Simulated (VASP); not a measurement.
OSZICAR of a VASP run on MgO (rock salt):

**OSZICAR**
```
       N       E                     dE             d eps       ncg     rms          rms(c)
DAV:   1     0.761806660549E+01    0.76181E+01   -0.47036E+03   928   0.870E+02
DAV:   2    -0.132253404890E+02   -0.20843E+02   -0.20464E+02   952   0.128E+02
DAV:   3    -0.134586515059E+02   -0.23331E+00   -0.23331E+00  1008   0.146E+01
DAV:   4    -0.134589797721E+02   -0.32827E-03   -0.32827E-03   984   0.507E-01
DAV:   5    -0.134589800148E+02   -0.24268E-06   -0.24268E-06   984   0.104E-02    0.718E+00
DAV:   6    -0.119272662841E+02    0.15317E+01   -0.10571E+01   752   0.225E+01    0.238E+00
DAV:   7    -0.119090721547E+02    0.18194E-01   -0.67388E-02   816   0.290E+00    0.133E+00
DAV:   8    -0.119028002904E+02    0.62719E-02   -0.28177E-02   752   0.250E+00    0.173E-01
DAV:   9    -0.119026629095E+02    0.13738E-03   -0.46329E-04  1064   0.197E-01    0.790E-02
DAV:  10    -0.119027776467E+02   -0.11474E-03   -0.14937E-04   776   0.129E-01    0.544E-03
DAV:  11    -0.119027778182E+02   -0.17148E-06   -0.16044E-06   968   0.104E-02
   1 F= -.11902778E+02 E0= -.11902778E+02  d E =-.494775E-21
```

### Question
Which electronic solver shows in the log?

### Answer
It is blocked Davidson (ALGO = Normal, or the opening steps of other solvers). The INCAR had ALGO = Normal.

### Question
Can the final energy be trusted as converged?

### Answer
The run converged. It stopped with EDIFF = 1E-6, NELM = 100 (PBE GGA, plane waves, VASP's PBE PAW potentials (set 64)).

The compound is MgO in the rock salt structure. The cell was not relaxed at this level.
